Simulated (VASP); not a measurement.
```
CELL_PARAMETERS angstrom
      5.88983     0.00000     0.00000
      0.00000     5.88983     0.00000
      0.00000     0.00000     5.88983
ATOMIC_POSITIONS crystal
  Mg 0.00000 0.00000 0.00000
  Te 0.26600 0.26600 0.26600
  Te 0.73400 0.73400 0.26600
  Te 0.73400 0.26600 0.73400
  Te 0.26600 0.73400 0.73400
  Be 0.50000 0.50000 0.00000
  Be 0.50000 0.00000 0.50000
  Be 0.00000 0.50000 0.50000
```

These are HSE06 screened hybrid, VASP's PBE PAW potentials (set 64) (plane waves; VASP 6.6.1) values and carry that method's errors. Run with 400 eV cut-off, 4×4×4 Γ-centred mesh, Gaussian smearing of 0.050 eV, potentials Mg Te Be.

Unless said otherwise, spin-orbit coupling is left out, though it shifts the bands of the heavy elements here.

Q: Give the energies of bands 7 to 20 at the high-symmetry points, in eV from the valence-band maximum.

A: 
```csv
band,Γ,X,M,R
7,-4.50,-3.53,-4.09,-5.36
8,-2.47,-3.28,-4.08,-4.98
9,-2.47,-2.97,-3.32,-1.44
10,-2.47,-2.97,-2.70,-1.44
11,-2.36,-2.96,-2.70,-1.06
12,-2.36,-2.61,-2.48,-1.06
13,-2.36,-1.76,-1.55,-1.06
14,0.00,-1.76,-1.04,-0.65
15,0.00,-0.99,-0.78,-0.65
16,0.00,-0.99,-0.78,-0.65
17,2.87,3.50,4.30,3.44
18,2.87,3.87,4.30,3.44
19,2.87,4.71,4.77,3.44
20,3.29,5.35,4.94,4.29
```

The gap is direct, 2.87 eV, from the valence maximum at Γ to the conduction minimum at Γ.

The structure was generated: Be3MgTe4 was put into an ordered model structure (P-43m), which need not be its known phase. It was relaxed first. The cell's shape comes from a PBE relaxation.
